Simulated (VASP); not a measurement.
```xyz
3
Lattice="1.8779 -3.2525 0.0000 1.8779 3.2525 0.0000 0.0000 0.0000 6.6752" Properties=species:S:1:pos:R:3 pbc="T T T"
Zr     0.0000     0.0000     0.0000
S      1.8779     1.0842     1.4785
S      1.8779    -1.0842     5.1967
```

Computed with PBE GGA, VASP's PBE PAW potentials (set 64) (plane waves; VASP). Run with 520 eV cut-off, 8×8×4 Γ-centred mesh, Gaussian smearing of 0.050 eV, potentials Zr_sv S.

Without a dispersion term in the relaxation, distances and binding between the weakly bound layers, chains or molecules are unreliable, and so is what depends on them.

Question: The ions and cell shape at fixed volume are relaxed. Which structure does the run end with?

Answer: 
```xyz
3
Lattice="1.8434 -3.1928 0.0000 1.8434 3.1928 0.0000 0.0000 0.0000 6.9271" Properties=species:S:1:pos:R:3 pbc="T T T"
Zr     1.8434     3.1928     6.9271
S      1.8434     1.0643     1.4486
S      1.8434    -1.0643     5.4785
```
Space group P-3m1 (164), at a tolerance of 0.03 Å.

Question: How much energy does the relaxation gain?

Answer: The energy (σ→0) changes by -21.0 meV/atom, in 7 ionic steps.

| step | E(σ→0) (eV) | max force (eV/Å) | pressure (GPa) | volume (Å³) |
|---|---|---|---|---|
| 1 | -21.3783 | 0.628 | -4.22 | 81.54 |
| 2 | -21.4109 | 0.360 | -2.93 | 81.54 |
| 3 | -21.4299 | 0.043 | -0.99 | 81.54 |
| 4 | -21.4386 | 0.014 | -0.56 | 81.54 |
| 5 | -21.4412 | 0.019 | -0.16 | 81.54 |
| 6 | -21.4412 | 0.018 | -0.18 | 81.54 |
| 7 | -21.4412 | 0.004 | -0.11 | 81.54 |

The compound is ZrS2 in the 1T layered structure. This cell is one point of a volume scan, at 1.06 of the reference volume. Symmetry was kept, so distortions that lower it aren't found.
